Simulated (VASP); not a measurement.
VASP input:

File POSCAR:
```
TiCo
1
    2.9900000000     0.0000000000     0.0000000000
    0.0000000000     2.9900000000     0.0000000000
    0.0000000000     0.0000000000     2.9900000000
Ti Co
1 1
Direct
  0.0000000000   0.0000000000   0.0000000000
  0.5000000000   0.5000000000   0.5000000000
```

### INCAR
```
SYSTEM = TiCo
PREC = Accurate
ENCUT = 400
EDIFF = 1E-6
NELM = 100
ALGO = Normal
LREAL = .FALSE.
LASPH = .TRUE.
ISMEAR = 1
SIGMA = 0.1
GGA = PE
LMAXMIX = 4
LWAVE = .FALSE.
LCHARG = .FALSE.
ISIF = 2
ISPIN = 2
MAGMOM = 1.0 1.0 1.0 1.0
```

### KPOINTS
```
Automatic mesh
0
Gamma
9 9 9
0 0 0
```

POTCAR, in this order: Ti_sv Co (PBE.64 set). Program: vasp_std.

One choice in this input is risky. Which, and does it do harm here?

The risk: MAGMOM holds more values than there are atoms. Here it does no harm: the run (PBE GGA, plane waves, VASP's PBE PAW potentials (set 64)) converges to the same energy and pressure as with the safe setting.
OSZICAR:
```
       N       E                     dE             d eps       ncg     rms          rms(c)
DAV:   1     0.133298539384E+03    0.13330E+03   -0.89619E+03  2124   0.147E+03
DAV:   2    -0.102724274519E+02   -0.14357E+03   -0.14062E+03  2240   0.356E+02
DAV:   3    -0.175652720508E+02   -0.72928E+01   -0.72173E+01  3132   0.894E+01
DAV:   4    -0.177539857114E+02   -0.18871E+00   -0.18851E+00  2569   0.120E+01
DAV:   5    -0.177604633497E+02   -0.64776E-02   -0.64775E-02  2968   0.205E+00    0.142E+01
DAV:   6    -0.164833170572E+02    0.12771E+01   -0.15671E+01  2454   0.580E+01    0.961E+00
DAV:   7    -0.176374618976E+02   -0.11541E+01   -0.22253E+01  2977   0.498E+01    0.192E+01
DAV:   8    -0.156209977208E+02    0.20165E+01   -0.11159E+01  3116   0.337E+01    0.177E+00
DAV:   9    -0.156556780925E+02   -0.34680E-01   -0.26739E-01  3050   0.542E+00    0.228E+00
DAV:  10    -0.156645426663E+02   -0.88646E-02   -0.10091E-01  2621   0.364E+00    0.148E+00
DAV:  11    -0.156663046248E+02   -0.17620E-02   -0.58961E-02  3067   0.278E+00    0.745E-01
DAV:  12    -0.156656333958E+02    0.67123E-03   -0.15269E-02  3177   0.132E+00    0.432E-01
DAV:  13    -0.156650669229E+02    0.56647E-03   -0.23317E-03  2965   0.469E-01    0.193E-01
DAV:  14    -0.156648394587E+02    0.22746E-03   -0.53492E-04  3119   0.194E-01    0.787E-02
DAV:  15    -0.156648325520E+02    0.69067E-05   -0.19881E-04  2937   0.118E-01    0.223E-02
DAV:  16    -0.156648395354E+02   -0.69834E-05   -0.25404E-05  3001   0.494E-02    0.110E-02
DAV:  17    -0.156648418964E+02   -0.23610E-05   -0.60376E-06  2099   0.274E-02    0.576E-03
DAV:  18    -0.156648422940E+02   -0.39765E-06   -0.46833E-06  1621   0.247E-02
   1 F= -.15664842E+02 E0= -.15665008E+02  d E =0.497860E-03  mag=     0.8154
```

The compound is TiCo in the CsCl type structure. The cell was not relaxed at this level.
